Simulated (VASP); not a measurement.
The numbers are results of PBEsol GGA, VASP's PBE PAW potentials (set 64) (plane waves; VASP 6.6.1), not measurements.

VASP input:

**INCAR**
```
SYSTEM = HfB2
PREC = Accurate; ENCUT = 400; LREAL = F
LASPH = T
EDIFF = 1E-6; NELM = 100; ALGO = Normal
LMAXMIX = 6
ISMEAR = -1; SIGMA = 0.05
GGA = PS
ISIF = 2
LWAVE = F; LCHARG = F
```

File KPOINTS:
```
Automatic mesh
0
Gamma
10 10 8
0 0 0
```

File POSCAR:
```
HfB2
1
    3.1326800000     0.0000000000     0.0000000000
   -1.5663400000     2.7129800000     0.0000000000
    0.0000000000     0.0000000000     3.4792100000
Hf B
1 2
Direct
 -0.0047980000   0.0048830000  -0.0074190000
  0.3412380000   0.6518600000   0.5105660000
  0.6635600000   0.3432560000   0.4968530000
```

POTCAR, in this order: Hf_pv B (PBE.64 set). Program: vasp_std.

At this cut-off the stress carries a Pulay error, which pulls relaxed volumes low. Unless said otherwise, spin-orbit coupling is left out, though it shifts the bands of the heavy elements here.

### Question
Estimate the energy per atom (σ→0), pressure, largest force, band gap (on the k-mesh).

### Answer

The energy per atom (σ→0) is -9.253 eV/atom and the band gap (on the k-mesh) comes out as none (metal, semimetal or under 0.01 eV). The pressure comes out as -1.96 GPa and the largest force comes out as 1.818 eV/Å.

### OSZICAR
```
...
DAV:   7    -0.278348808233E+02    0.37035E-01   -0.16791E+00 12400   0.883E+00    0.111E+01
DAV:   8    -0.277648875804E+02    0.69993E-01   -0.49392E-01 11676   0.489E+00    0.177E+00
DAV:   9    -0.277596227983E+02    0.52648E-02   -0.38023E-02 11452   0.149E+00    0.308E-01
DAV:  10    -0.277594778198E+02    0.14498E-03   -0.11330E-03 11840   0.287E-01    0.366E-01
DAV:  11    -0.277594781828E+02   -0.36294E-06   -0.11050E-04 12040   0.828E-02    0.162E-01
DAV:  12    -0.277594748630E+02    0.33197E-05   -0.83949E-06 11940   0.247E-02    0.249E-02
DAV:  13    -0.277594750242E+02   -0.16116E-06   -0.31429E-07  7056   0.548E-03
   1 F= -.27759475E+02 E0= -.27758193E+02  d E =-.256330E-02
```

The structure comes from a computed database's HfB2 entry; how it stands against other phases isn't given here. The cell was not relaxed at this level, atoms are displaced from their ideal sites. The run is one of a series of settings (GGA = PS against the base run), some of them coarse on purpose.
